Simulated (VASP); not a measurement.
Input:

```
CELL_PARAMETERS angstrom
      1.90394    -5.03124     0.00000
      1.90394     5.03124     0.00000
      0.00000     0.00000     3.75214
ATOMIC_POSITIONS crystal
  P  0.56400 0.43600 0.25000
  P  0.43600 0.56400 0.75000
  Cu 0.85475 0.14525 0.25000
  Cu 0.14525 0.85475 0.75000
```

Computed with PBE GGA, VASP's PBE PAW potentials (set 64) (plane waves; VASP 6.6.1). Numerical set-up: 400 eV cut-off, 2×2×2 Γ-centred mesh, Gaussian smearing of 0.050 eV, potentials P Cu.

**Question.** Give the force on each atom (eV/Å).

**Answer.** 
```
atom     Fx      Fy     Fz
----  -----  ------  -----
P1    0.000   0.279  0.000
P2    0.000  -0.279  0.000
Cu3   0.000  -0.015  0.000
Cu4   0.000   0.015  0.000
```

**Question.** Give the stress tensor in GPa (positive for a compressed cell).

**Answer.** 
```
-13.57    0.00    0.00
  0.00   -9.02    0.00
  0.00    0.00    1.52
```
The pressure is its mean diagonal, -7.03 GPa.

The structure was generated: CuP was put into the CrB type (Cmcm), which need not be its known phase. The cell was not relaxed at this level. The k-mesh is coarse (spacing up to 0.88 per Å, 2π included), so the numbers may not be converged in it. The run is one of a series of settings (KPOINTS 2×2×2 Γ-centred mesh against the base run), some of them coarse on purpose.
